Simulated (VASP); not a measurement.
A convergence study with VASP on TiN (rock salt): one setting is varied, all else stays as given below, so the limit is that of these other settings. Each run relaxes cell and ions from the cell shown. The basis is that of the starting cell, so low cut-offs carry a Pulay error.

```
TiN
1.0
    0.00000     2.12000     2.12000
    2.12000     0.00000     2.12000
    2.12000     2.12000     0.00000
Ti N
1 1
Direct
  0.00000   0.00000   0.00000
  0.50000   0.50000   0.50000
```

These are PBEsol GGA, VASP's PBE PAW potentials (set 64) (plane waves; VASP) values and carry that method's errors. The tightest run used: 800 eV cut-off, 13×13×13 Γ-centred mesh, first-order Methfessel-Paxton smearing of 0.10 eV, potentials Ti_sv N.

```tsv
setting	relaxed volume (Å³/atom)	E (eV/atom)	plane waves
ENCUT = 250	8.356	-10.6223	182
ENCUT = 300	8.772	-10.4542	233
ENCUT = 350	9.032	-10.4018	296
ENCUT = 400	9.187	-10.3948	356
ENCUT = 450	9.272	-10.3932	424
```

Question: These are the cheaper rows. Estimate the results at ENCUT = 800, and how far the last row shown lies from them.

Answer: 
```
quantity                  tightest run  last row shown is off by
------------------------  ------------  ------------------------
relaxed volume (Å³/atom)         9.306                    -0.034
E (eV/atom)                   -10.3950                    0.0018
```

Left out are rungs that failed or repeat a setting and relaxations that didn't move; long series are thinned to 24 rows.

The compound is TiN in the rock salt structure. The electron count is odd and the run is not spin-polarised, which forces a metal.
